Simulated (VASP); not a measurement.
Input:

```yaml
crystal:
  lattice:
    - [-2.24977, 2.24977, 2.24977]
    - [2.24977, -2.24977, 2.24977]
    - [2.24977, 2.24977, -2.24977]
  atoms:
    - { symbol: Eu, position: [0.00000, 0.00000, 0.00000] }
```

All values below come from PBE GGA, VASP's PBE PAW potentials (set 64) (plane waves; VASP 6.6.1). Run with 520 eV cut-off, 12×12×12 Γ-centred mesh, first-order Methfessel-Paxton smearing of 0.10 eV, potentials Eu_2.

The 4f electrons are frozen in the core of the lanthanide potential, so 4f levels, which can set the real gap, and their magnetism are missing.

Problem. Predict the energy per atom (σ→0), band gap (on the k-mesh) with the smallest direct gap where there is one.

Solution. 
```yaml
band gap (on the k-mesh): none (metal, semimetal or under 0.01 eV)
energy per atom (σ→0): -1.859 eV/atom
```

The compound is Eu in the bcc structure. This cell is one point of a volume scan, at 1.03 of the reference volume.
